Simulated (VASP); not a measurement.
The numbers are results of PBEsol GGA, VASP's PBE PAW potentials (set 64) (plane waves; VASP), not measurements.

A VASP calculation is set up with these files.

### POSCAR
```
Al2Pd2
1
   -0.0000000000     2.0370830814     2.0370830814
    2.0370830814    -0.0000000000     2.0370830814
    7.5203539450     7.5203539450     0.6279783807
Pd Al
2 2
Direct
  0.0176155846   0.0176155846   0.9867883115
  0.9823844154   0.9823844154   0.2632116885
  0.0158910196   0.0158910196   0.4880817353
  0.9841089804   0.9841089804   0.7619182647
```

### INCAR
```
ALGO=Normal
EDIFF=1E-7
ENCUT=400
GGA=PS
ISIF=2
ISMEAR=-5
LASPH=T
LCHARG=T
LEFG=T
LMAXMIX=4
LORBIT=11
LREAL=F
LWAVE=F
NEDOS=601
NELM=100
PREC=Accurate
SYSTEM=Al2Pd2
```

**KPOINTS**
```
K-points
0
G
 15 15 4
0 0 0
```

POTCAR, in this order: Pd Al (PBE.64 set). Program: vasp_std.

What VASP printed:

File OUTCAR:
```
 ion  position               nearest neighbor table
   1  0.018  0.018  0.987-   4 2.50   4 2.50   4 2.50   2 2.84   2 2.84   2 2.84
   2  0.982  0.982  0.263-   3 2.50   3 2.50   3 2.50   1 2.84   1 2.84   1 2.84
   3  0.016  0.016  0.488-   2 2.50   2 2.50   2 2.50   4 2.82   4 2.82   4 2.82
   4  0.984  0.984  0.762-   1 2.50   1 2.50   1 2.50   3 2.82   3 2.82   3 2.82
  LATTYP: Found a trigonal (rhomboedric) cell.
 ALAT       =     8.4857957174
 COS(alpha) =     0.9423721604
 Subroutine PRICEL returns:
 Original cell was already a primitive cell.
 Subroutine GETGRP returns: Found 12 space group operations
The static configuration has the point symmetry C_3v.
 The point group associated with its full space group is D_3d.
The dynamic configuration has the point symmetry C_3v.
 Subroutine INISYM returns: Found 12 space group operations
 Subroutine IBZKPT returns following result:
 Found    248 irreducible k-points:

 Following reciprocal coordinates:
            Coordinates               Weight
  0.000000  0.000000  0.000000      1.000000
  0.066667  0.000000 -0.000000      4.000000
  0.133333  0.000000  0.000000      4.000000
  0.200000  0.000000 -0.000000      4.000000
  0.266667  0.000000  0.000000      4.000000
...
```

### OSZICAR
```
       N       E                     dE             d eps       ncg     rms          rms(c)
DAV:   1     0.956579241831E+02    0.95658E+02   -0.10189E+04  8512   0.110E+03
DAV:   2    -0.200046089822E+02   -0.11566E+03   -0.11224E+03  9603   0.235E+02
DAV:   3    -0.232181037221E+02   -0.32135E+01   -0.31732E+01 10543   0.392E+01
DAV:   4    -0.232463141972E+02   -0.28210E-01   -0.28148E-01  9732   0.374E+00
DAV:   5    -0.232466611289E+02   -0.34693E-03   -0.34727E-03 10426   0.436E-01    0.119E+01
DAV:   6    -0.227468115934E+02    0.49985E+00   -0.17136E+01  9943   0.309E+01    0.650E+00
DAV:   7    -0.220105472497E+02    0.73626E+00   -0.45145E+00  9213   0.157E+01    0.296E+00
DAV:   8    -0.219716249160E+02    0.38922E-01   -0.98540E-02  9505   0.225E+00    0.942E-01
DAV:   9    -0.219633672563E+02    0.82577E-02   -0.29074E-02  9455   0.124E+00    0.229E-01
DAV:  10    -0.219629941415E+02    0.37311E-03   -0.25945E-03  9053   0.432E-01    0.907E-02
DAV:  11    -0.219629696287E+02    0.24513E-04   -0.71934E-05  9699   0.610E-02    0.801E-02
DAV:  12    -0.219629293806E+02    0.40248E-04   -0.63531E-05  9013   0.565E-02    0.413E-02
DAV:  13    -0.219629207971E+02    0.85835E-05   -0.26758E-05  9757   0.406E-02    0.237E-03
DAV:  14    -0.219629210544E+02   -0.25725E-06   -0.39395E-07  8952   0.560E-03    0.223E-03
DAV:  15    -0.219629213845E+02   -0.33011E-06   -0.16903E-08  4576   0.106E-03    0.169E-03
DAV:  16    -0.219629218839E+02   -0.49939E-06   -0.11060E-07  4443   0.254E-03    0.123E-03
DAV:  17    -0.219629219242E+02   -0.40332E-07   -0.10629E-08  4389   0.750E-04
   1 F= -.21962922E+02 E0= -.21962922E+02  d E =0.000000E+00
```

**OUTCAR**
```
------------------------ aborting loop because EDIFF is reached ----------------------------------------
  FORCE on cell =-STRESS in cart. coord.  units (eV):
  Direction    XX          YY          ZZ          XY          YZ          ZX
  --------------------------------------------------------------------------------------
  Total       -0.0312629     -0.0312629     -0.0312629      0.0208748     -0.0208748     -0.0208748
  in kB       -0.8374830     -0.8374830     -0.8374830      0.5592038     -0.5592038     -0.5592038
  external PRESSURE =      -0.8374830 kB  Pullay stress =       0.0000000 kB
  volume of cell :       59.81
      direct lattice vectors                 reciprocal lattice vectors
     0.000000000  2.037083081  2.037083081    -0.256143479  0.234754516  0.256143479
     2.037083081  0.000000000  2.037083081     0.234754516 -0.256143479  0.256143479
     7.520353945  7.520353945  0.627978381     0.069383110  0.069383110 -0.069383110
 POSITION                                       TOTAL-FORCE (eV/Angst)
 -----------------------------------------------------------------------------------
      7.45688      7.45688      0.69145         0.028130      0.028130     -0.028130
      3.98064      3.98064      4.16769        -0.028130     -0.028130      0.028130
      3.70292      3.70292      0.37125         0.083301      0.083301     -0.083301
      7.73461      7.73461      4.48789        -0.083301     -0.083301      0.083301
 -----------------------------------------------------------------------------------
    total drift:                               -0.000000     -0.000000     -0.000000
  FREE ENERGIE OF THE ION-ELECTRON SYSTEM (eV)
  ---------------------------------------------------
  free  energy   TOTEN  =       -21.9629219242 eV

  energy  without entropy=      -21.9629219242  energy(sigma->0) =      -21.96292192

 total charge

# of ion       s       p       d       tot
------------------------------------------
    1        0.489   0.506   8.574   9.569
    2        0.489   0.506   8.574   9.569
    3        0.418   0.371   0.000   0.789
    4        0.418   0.371   0.000   0.789
--------------------------------------------------
tot          1.814   1.755  17.147  20.716
```
(Selected blocks of OUTCAR.)

For a metal the tetrahedron method with Blöchl corrections gives inexact stress and forces.

The structure was generated: Al2Pd2 was put into an ordered model structure (R-3m), which need not be its known phase. It was relaxed first.
